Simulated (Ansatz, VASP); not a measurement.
## Two plane-wave programs on SrAlO

Contents of INCAR:

```
SYSTEM = SrAlO
PREC = Accurate
ENCUT = 520
EDIFF = 1E-6
ISMEAR = 0
SIGMA = 0.1
LREAL = .False.
LASPH = .True.
NELM = 150
ALGO = Normal
ISIF = 2
LWAVE = .False.
LCHARG = .False.
ISPIN = 2
MAGMOM = 0 0 1
LORBIT = 11
GGA = PE
NBANDS = 20
```

File KPOINTS:

```
Automatic mesh
0
Gamma
  6 6 4
  0 0 0
```

POSCAR

```
SrAlO
1.0
    3.7363912199      0.0000000000      0.0000000000
    0.0000000000      3.7363912199      0.0000000000
    0.0000000000      0.0000000000      3.9930328241
Sr Al O
1 1 1
Direct
    0.0000000000      0.0000000000      0.0000000000
    0.5000000000      0.5000000000      0.5000000000
    0.5000000000      0.5000000000      0.0000000000
```

Input for Ansatz:

```yaml
crystal:
  lattice:
    - [3.7363912199, 0.0, 0.0]
    - [0.0, 3.7363912199, 0.0]
    - [0.0, 0.0, 3.9930328241]
  atoms:
    - { symbol: Sr, position: [0.0, 0.0, 0.0] }
    - { symbol: Al, position: [0.5, 0.5, 0.5] }
    - { symbol: O, position: [0.5, 0.5, 0.0], spin: 1.0 }
basis:
  ecutwfc: 420
kpoints:
  mp_grid: { grid: [6, 6, 4] }
hamiltonian:
  xc: pbe
scf:
  occupations: { method: gaussian, width: 0.1 }
  lower_state_search: "off"
output:
  forces: true
  stress: true
  eigenvalues: true
  populations: true
magnetization:
  spin_polarized: true
```

Alike in both runs: task single point; functional PBE; k mesh 6 × 6 × 4; occupations gaussian, width 0.1 eV; collinear spin.

```csv
,VASP,Ansatz
version,VASP 6.6.1,Ansatz 0.2.0
potentials or method,"VASP PAW PBE potentials, release 64 (Sr_sv, Al, O)","scalar-relativistic, plane waves, PAW"
plane-wave cutoff (eV),520,420
valence electrons in the cell,19,19
```

```csv
,VASP,Ansatz,Ansatz less VASP
gap on the k mesh at the Fermi level (eV),none,none,-
pressure (GPa),0.3,0.1,-0.21
largest component of the traceless stress (GPa),0.16,0.01,-0.159
net moment per atom (μB),0.00,0.00,0.000
```

A gap of «none» marks a metal or a gap that the smearing closes. Ansatz warned: «seeded_moment_not_kept».

Caveats: the k mesh is coarse (spacing up to 0.39 Å⁻¹), so the values aren't converged.
